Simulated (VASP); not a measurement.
These are PBEsol GGA, VASP's PBE PAW potentials (set 64) (plane waves; VASP) values and carry that method's errors.

The input files of a VASP run:

### INCAR
```
SYSTEM = CdS
PREC = Accurate
ENCUT = 400
EDIFF = 1E-7
NELM = 100
ALGO = Normal
LREAL = .FALSE.
LASPH = .TRUE.
ISMEAR = 0
SIGMA = 0.01
GGA = PS
LMAXMIX = 4
LWAVE = .FALSE.
LCHARG = .FALSE.
LOPTICS = .TRUE.
NBANDS = 39
NEDOS = 1001
CSHIFT = 0.1
```

### POSCAR
```
CdS
5.826460
  0.0000000000   0.5000000134   0.5000000134
  0.5000000134   0.0000000000   0.5000000134
  0.5000000134   0.5000000134   0.0000000000
Cd S
1 1
Cartesian
  0.0000000000   0.0000000000   0.0000000000
  0.2500000067   0.2500000067   0.2500000067
```

### KPOINTS
```
Automatic mesh
0
Gamma
14 14 14
```

POTCAR, in this order: Cd S (PBE.64 set). Program: vasp_std.

### Question
What does the run give for the energy per atom (σ→0), band gap (on the k-mesh)?

### Answer

The energy per atom (σ→0) comes out as -3.406 eV/atom and the band gap (on the k-mesh) is 1.01 eV.

**OSZICAR**
```
...
DAV:   7    -0.681484452265E+01    0.25804E-01   -0.51353E-02  9745   0.899E-01    0.315E+00
DAV:   8    -0.681212831540E+01    0.27162E-02   -0.11080E-02  9242   0.574E-01    0.214E-01
DAV:   9    -0.681208218245E+01    0.46133E-04   -0.40034E-04  9865   0.161E-01    0.770E-02
DAV:  10    -0.681213378956E+01   -0.51607E-04   -0.54195E-05  9429   0.324E-02    0.597E-02
DAV:  11    -0.681216581486E+01   -0.32025E-04   -0.19342E-05  9513   0.161E-02    0.128E-02
DAV:  12    -0.681216587179E+01   -0.56926E-07   -0.34131E-07  9788   0.258E-03
   1 F= -.68121659E+01 E0= -.68121659E+01  d E =-.117078E-23
 imaginary and real dielectric function
```

The compound is CdS in the zinc blende structure, a metastable form; wurtzite is the usual one. It was relaxed first.
